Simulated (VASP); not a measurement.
An input for Ansatz (written as the equivalent of a VASP run, and not itself run):

Ansatz 0.2 input:
```yaml
crystal:
  lattice:
    - [0.0000000, 2.8079205, 2.8079205]
    - [2.8079205, 0.0000000, 2.8079205]
    - [2.8079205, 2.8079205, 0.0000000]
  atoms:
    - { symbol: Cu, position: [0.0000000, 1.0000000, 1.0000000] }
    - { symbol: Cl, position: [0.2500000, 0.2500000, 0.2500000] }
kpoints:
  mp_grid: { grid: [8, 8, 8] }
hamiltonian:
  xc: revpbe
  pseudopotentials: { kind: paw }
scf:
  occupations: { method: gaussian, width: 0.05 }
  max_iter: 100
output: { forces: true, stress: true, eigenvalues: true }
```

Problem. Write the VASP files for the same calculation (revPBE).

Solution. Several could match; the one computed here: 
**INCAR**
```
ALGO = Normal   ! blocked Davidson
LCHARG = F
EDIFF = 1E-7   ! SCF stop (eV)
ISMEAR = 0
LMAXMIX = 4
PREC = Accurate
ENCUT = 520
ISIF = 2   ! forces and stress, cell fixed
LASPH = T
LWAVE = F
NELM = 100   ! most electronic steps
LREAL = F
SYSTEM = CuCl
SIGMA = 0.05
GGA = RE   ! revPBE
```

**KPOINTS**
```
Automatic mesh
0
Gamma
8 8 8
0 0 0
```

### POSCAR
```
CuCl
3.9709990
  0.0000000000   0.7071068221   0.7071068221
  0.7071068221   0.0000000000   0.7071068221
  0.7071068221   0.7071068221   0.0000000000
Cu Cl
1 1
direct
  0.0000000000   1.0000000000   1.0000000000
  0.2500000000   0.2500000000   0.2500000000
```

POTCAR, in this order: Cu Cl (PBE.64 set). Program: vasp_std.

The two are equivalent in intent, not identical: each code has its own PAW files, so the cut-off isn't converted (ENCUT is set for VASP's; basis.ecutwfc is left out, and Ansatz then takes the one that its files recommend); Ansatz stops its SCF on the density residual and VASP on the energy change (EDIFF).

The compound is CuCl in the zinc blende structure. This cell is one point of a volume scan, at 1.06 of the reference volume.
